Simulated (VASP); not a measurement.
Here is the system:

```xyz
3
Lattice="0.0426 2.8416 2.8416 2.8416 0.0426 2.8416 2.8842 2.8842 0.0000" Properties=species:S:1:pos:R:3 pbc="T T T"
Li     1.4421     1.4421     1.4208
Li     4.3263     4.3263     4.2624
S      0.0000     0.0000     0.0000
```

Calculation: r2SCAN meta-GGA, VASP's PBE PAW potentials (set 64) (plane waves; VASP). Numerical set-up: 600 eV cut-off, 6×6×6 Γ-centred mesh, Gaussian smearing of 0.050 eV, potentials Li_sv S.

Question: Give the stress tensor in GPa (positive for a compressed cell).

Answer: 
```
 0.04  -1.18   0.00
-1.18   0.04   0.00
 0.00   0.00   0.03
```
The pressure is its mean diagonal, 0.03 GPa.

The compound is Li2S in the antifluorite structure. This cell was strained or had an atom moved on purpose.
